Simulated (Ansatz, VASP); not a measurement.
# Cross-check of TaN between VASP and Ansatz

Wanted: the spread between two codes on one cell, functional and k mesh. The cell is taken from a series of runs on this material, whose earlier steps may have relaxed, scaled, displaced or heated it; both programs get it as it stands.

Main program and level: Ansatz 0.2.0; plane waves, with VASP 6.6.1 beside it; zone-centre phonons at LDA.

### 1. The starting structure

It takes space group I4/mmm (No. 139, tetragonal). Conventional cell: a = 3.059 Å, b = 3.059 Å, c = 4.478 Å, α = 90.00°, β = 90.00°, γ = 90.00°. Nearest to N lie 6 Ta at 2.16 to 2.24 Å. Ta has 6 N at 2.16 to 2.24 Å nearest. Farther neighbours and most contacts between anions are not listed.

Coordinates:

```
N Ta
1.0
     0.00000    2.16310    2.23902
     2.16310    0.00000    2.23902
     2.16310    2.16310    0.00000
N Ta
1 1
Direct
  0.00000 0.00000 0.00000
  0.50000 0.50000 0.50000
```

### 2. Ansatz: zone-centre phonons, LDA, pair 1

Ansatz runs on its PAW soft_1 files.

Second derivatives magnify differences that forces hide, and they need a tight electronic threshold.

input.yaml reads:

```yaml
crystal:
  lattice:
    - [0.0, 2.1630980005, 2.2390223704]
    - [2.1630980005, 0.0, 2.2390223704]
    - [2.1630980005, 2.1630980005, 0.0]
  atoms:
    - { symbol: "N", position: [0.0, 0.0, 0.0] }
    - { symbol: Ta, position: [0.5, 0.5, 0.5] }
kpoints:
  mp_grid: { grid: [16, 16, 16] }
hamiltonian:
  xc: lda
  pseudopotentials: { kind: paw, azcp: { folder: soft_1 }, xc_functional: pbe }
scf:
  occupations: { method: methfessel_paxton, width: 0.2 }
output:
  eigenvalues: true
phonons:
  method: dfpt
```

The run is started by

```console
ansatz run input.yaml --threads 4 --pin off --max-ram 10240MiB --backend cpu --events-out ev --progress --plain --runs-dir out
```

Numbers of over 12 decimals in the logs are rounded to 6 here.

What it wrote:

```text
zone centre: on kpoints.mp_grid the ground state, and the responses unless they are solved on pairs of k-points, stand on 621 of the mesh's 4096 k-points, reduced under 8 symmetry operations, with k and −k counted as one. Each operation leaves every solved displacement unchanged or reverses it
Engine: ansatz 0.2.0, aarch64-unknown-linux-gnu
Pseudopotentials: kind: paw
Pseudopotential: N, paw, valence charge 5, recommended cutoff 420 eV (normal), soft_1/N.paw.azcp
Pseudopotential: Ta, paw, valence charge 13, recommended cutoff 420 eV (normal), soft_1/Ta.paw.azcp
Functional definition: SPW92
  exchange = slater_x
  correlation = pw_c
Crystal: 2 atoms, lattice volume = 20.953 Å³
Basis set: ecut = 420 eV, 411 PW (Γ), exchange–correlation on 48×48×48 points (8 copies of the dense FFT grid, shifted against one another)
Bands: 13, of which v1, the nominal top of the filled ones, is band 9 counted from 1 (8 counted from 0)
Symmetry: 16 space group operations
k-points: 621 of 4096 (irreducible under 8 space group operations)
Non-local potential: N, projectors of the file, l = 0: 2, l = 1: 2, l = 2: 1
Non-local potential: Ta, projectors of the file, l = 0: 3, l = 1: 2, l = 2: 2, l = 3: 1
PAW form: soft (Blöchl's): semilocal exchange-correlation on the pseudo side does not see the compensation charge
PAW frozen core: N, regenerated for the run's functional, and the local potential with it (the file was generated under x = pbe(κ = 0.804, μ = 0.219515), c = pbe(β = 0.066725))
PAW frozen core: Ta, regenerated for the run's functional, and the local potential with it (the file was generated under x = pbe(κ = 0.804, μ = 0.219515), c = pbe(β = 0.066725))
PAW one-centre angular grid: N, 110 points (default); XC on 64 Gauss nodes
PAW one-centre angular grid: Ta, 590 points (default); XC on 64 Gauss nodes
Initial density: superposition of atomic densities (chi_scale 0.1, normalization cell, long waves kept (reshape's long-wave potential 0.00 eV rms))
Initial wavefunctions: pseudopotential atomic-orbital guess
Functional: x = slater, c = lda
SCF iter   1: F=—  HF=-10059.547291 eV  |F-HF|=—  |Δ(HF+E_count)|=         —  Δρ=4.95e-2  dr2=5.19e-1  ethr=3.10e-3  ⟨swp⟩=5.0  Hψ=86299  notcnv=0
automatic band count: the SCF goes on with 17 bands, as 13 were too few: the levels above may hold too much charge
preconditioner: auto → none  [metal: Δε(μ)=0.010 eV  Ē_g=15.950 eV  σ=0.200 eV  W_gap=0.04  n_scr=8 (ndim 8)  ℏωp=25.7 eV  f_vac=0.000  D(μ)=0.91/eV (n_scr^D=8)  sad-step TF]
SCF iter   2: F=—  HF=-10059.501825 eV  |F-HF|=—  |Δ(HF+E_count)|=   4.55e-2  S|Δr|=    0.00e0  Δρ=3.48e-2  dr2=2.90e-1  ethr=2.89e-3  ⟨swp⟩=1.0  Hψ=15525  notcnv=0
SCF iter   3: F=—  HF=-10059.430882 eV  |F-HF|=—  |Δ(HF+E_count)|=   7.09e-2  S|Δr|=    0.00e0  Δρ=2.93e-3  dr2=4.33e-4  ethr=1.61e-3  ⟨swp⟩=2.4  Hψ=13836  notcnv=0
SCF iter   4: F=—  HF=-10059.430951 eV  |F-HF|=—  |Δ(HF+E_count)|=   6.90e-5  S|Δr|=    0.00e0  Δρ=6.37e-4  dr2=1.05e-4  ethr=2.41e-6  ⟨swp⟩=2.7  Hψ=19840  notcnv=0  defer=887
SCF iter   5: F=—  HF=-10059.430926 eV  |F-HF|=—  |Δ(HF+E_count)|=   2.46e-5  S|Δr|=    0.00e0  Δρ=6.17e-5  dr2=6.85e-7  ethr=5.85e-7  ⟨swp⟩=2.4  Hψ=12570  notcnv=0  defer=887
SCF iter   6: F=—  HF=-10059.430925 eV  |F-HF|=—  |Δ(HF+E_count)|=   6.38e-7  S|Δr|=    0.00e0  Δρ=5.92e-6  dr2=4.76e-9  ethr=3.80e-9  ⟨swp⟩=2.3  Hψ=12461  notcnv=0  defer=947
SCF iter   7: F=—  HF=-10059.430925 eV  |F-HF|=—  |Δ(HF+E_count)|=   1.01e-9  S|Δr|=    0.00e0  Δρ=1.12e-6  dr2=1.10e-10  ethr=2.64e-11  ⟨swp⟩=2.0  Hψ=14562  notcnv=0  defer=947
SCF iter   8: F=-10059.430925 eV  HF=-10059.430925 eV  |F-HF|=1.82e-12  |Δ(HF+E_count)|=    0.00e0  S|Δr|=    0.00e0  Δρ=9.42e-8  dr2=8.39e-13  ethr=1.00e-12  ⟨swp⟩=9.4  Hψ=47748  notcnv=0
SCF 1 converged in 8 iterations: F = -10059.430925 eV  dr2 = 8.39e-13
  greatest PAW one-centre occupation: 0.999 electrons in one spin orbital (limit 2), on the Ta atom at site 1 (counted from 0), in its partial waves of l = 0
DFPT response loops at Γ: preconditioner auto → Kerker (q_TF=auto, 2.660 Å⁻¹) (partly filled bands, converged f_vac=0.000); β = 1.00, the filter's whole step (`scf.mixing.beta` (0.50) is not read by the response loops under this deck's `scf.mixing.preconditioner`; to damp them name `kerker` or `kerker_dos`, under which they read `scf.mixing.beta`, and type it under 1.00, their step now; both keys bind the ground state too); Broyden in place of MSR1
SCF converged after 8 iterations
Stability not checked: this state was not tested for a lower state beside it, because cold or Methfessel-Paxton smearing, or corrected tetrahedra, fill the levels in a way that the test cannot read (fill_not_monotonic; see scf.lower_state_search)
Free energy (F): -10059.430925 eV
Harris-Foulkes:  -10059.430925 eV  (|F-HF|=1.82e-12)
Internal energy: -10059.430727 eV  (E = F + TS)
E sigma→0 (E₀):  -10059.430876 eV
Entropy (-TS):   -0.000199 eV (-0.099 meV/atom)
Fermi energy:    21.540991 eV
--- Per-component energies (eV) ---
  E_band       = -46.257376
  E_kinetic    = 526.085507
  E_local      = -566.404936  (includes V_loc(G=0)·N_el)
  E_nonlocal   = 30.375037
  E_hartree    = 201.845366
  E_xc         = -379.017519
  E_vxc        = -311.193052  (∫ρ·V_xc dr)
  E_paw        = -8176.731335  (= ΣΔE_a)
  E_vpaw       = -128.811563  (= ΣTr[D̂ρ^β])
  E_aug_tail   = 0.000896  (compensation charges beyond the density's cutoff)
  E_ewald      = -1695.922784
  E_core_change = 0.339041  (= ΣΔE_core)
  E_smearing   = -0.000199  (= −TS)
  E_closure    = 0.000000  (closes the sum)
  Σ components = -10059.430925   (vs F -10059.430925, Δ=0.00e0)
--- Band table (eV; the first three rows and the last of 621) ---
  k-point 0: bands = [... 5 lower, 17.6082, 17.7585, 17.7585, 19.1059, 19.5417, 19.5417, 21.1336, 21.8147, ... 4 higher]
  k-point 1: bands = [... 5 lower, 17.1601, 17.3273, 17.4132, 19.3362, 19.6850, 19.7311, 21.5306, 22.2271, ... 4 higher]
  k-point 2: bands = [... 5 lower, 16.1467, 16.5795, 16.6880, 19.7679, 20.0312, 20.0482, 22.4842, 23.2253, ... 4 higher]
  k-point 620: bands = [... 5 lower, 14.7179, 16.0259, 17.0346, 17.0346, 23.6560, 25.1680, 25.1680, 26.2356, ... 4 higher]
--- Phonons (Γ-DFPT): 4 representative perturbations + reference, on 621 of 4096 k-points (Σ response iterations 12) ---
  k mesh reduced under 8 symmetry operations, with k and −k counted as one. Each operation leaves every solved displacement unchanged or reverses it
  ASR residual: 4.618e-5 → 0.000e0 eV/Å²; symmetrization residual: 1.214e-6 eV/Å²
  ASR residual per site (eV/Å²): 3.28e-5 4.62e-5
  Γ frequencies (cm⁻¹): 0.00 0.00 0.00 302.33 443.88 443.88
  non-analytic LO–TO correction: not included (Born effective charges unavailable; polar crystals: no LO–TO splitting at Γ)
```

In the SCF lines HF is the Harris–Foulkes energy and dr2 the Hartree energy of the density residual, in eV; the loop may stop once dr2 is under the threshold and the program's other checks hold. Hψ counts applications of the Hamiltonian.

[end of part 1 of 3]

[Lines on the potential files, build, host, timing and source positions are cut from VASP's logs without a mark.]

[Logs are printed without paths, hosts, clocks, repeated set-up lines and the standing remarks that a program may print on its own settings, such as how far it seeks lower states.]

[Hosts, paths, dates, database ids (printed as entryN), source tags and the programs' standing remarks are cut or masked in the printed files.]
